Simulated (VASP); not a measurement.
An input for Quantum ESPRESSO's pw.x (written as the equivalent of a VASP run, and not itself run):

```
&CONTROL
  calculation = 'vc-relax'
  pseudo_dir = './pseudo'
  outdir = './out'
  tprnfor = .true.
  tstress = .true.
  nstep = 40
  forc_conv_thr = 0.00078
/
&SYSTEM
  ibrav = 0
  nat = 3
  ntyp = 2
  ecutwfc = 102
  occupations = 'smearing'
  smearing = 'gaussian'
  degauss = 0.003675
  input_dft = 'pbesol'
/
&ELECTRONS
  conv_thr = 7.3e-08
  electron_maxstep = 100
/
&IONS
/
&CELL
/
ATOMIC_SPECIES
  Cd 112.414 Cd.upf
  I 126.904 I.upf
CELL_PARAMETERS angstrom
     2.1147004   -3.6627688    0.0000000
     2.1147004    3.6627688   -0.0000000
     0.0000000   -0.0000000    6.9159264
ATOMIC_POSITIONS crystal
  Cd   1.0000000  0.0000000  0.0000000
  I    0.3333330  0.6666670  0.2466476
  I    0.6666670  0.3333330  0.7533524
K_POINTS automatic
  6 6 4 0 0 0
```

Task: Translate this input to VASP (INCAR, KPOINTS, POSCAR, choice of POTCAR).

Result: One answer among several that fit: 
File KPOINTS:
```
Automatic mesh
0
Gamma
6 6 4
0 0 0
```

**INCAR**
```
SYSTEM  =  CdI2
PREC  =  Accurate; ENCUT  =  500; LREAL  =  F
LASPH  =  T
EDIFF  =  1E-6; NELM  =  100; ALGO  =  Normal
LMAXMIX  =  4
ISMEAR  =  0; SIGMA  =  0.05
GGA  =  PS
IBRION  =  2; NSW  =  40; ISIF  =  3
EDIFFG  =  -0.02
LWAVE  =  F; LCHARG  =  F
```

**POSCAR**
```
CdI2
1
    2.1147004165    -3.6627688499     0.0000000000
    2.1147004165     3.6627688499    -0.0000000000
    0.0000000000    -0.0000000000     6.9159264484
Cd I
1 2
Direct
  1.0000000000   0.0000000000   0.0000000000
  0.3333330000   0.6666670000   0.2466475607
  0.6666670000   0.3333330000   0.7533524393
```

POTCAR, in this order: Cd I (PBE.64 set). Program: vasp_std.

Limits of the translation: the potentials are each code's own (VASP's PAW set, PseudoDojo norm-conserving files in pw.x), so ENCUT and ecutwfc are chosen apart and not converted; conv_thr bounds pw.x's estimated SCF error, while EDIFF bounds the energy change between steps; forc_conv_thr acts on force components and is met together with etot_conv_thr.

The compound is CdI2 in the 1T layered structure. It was relaxed first.
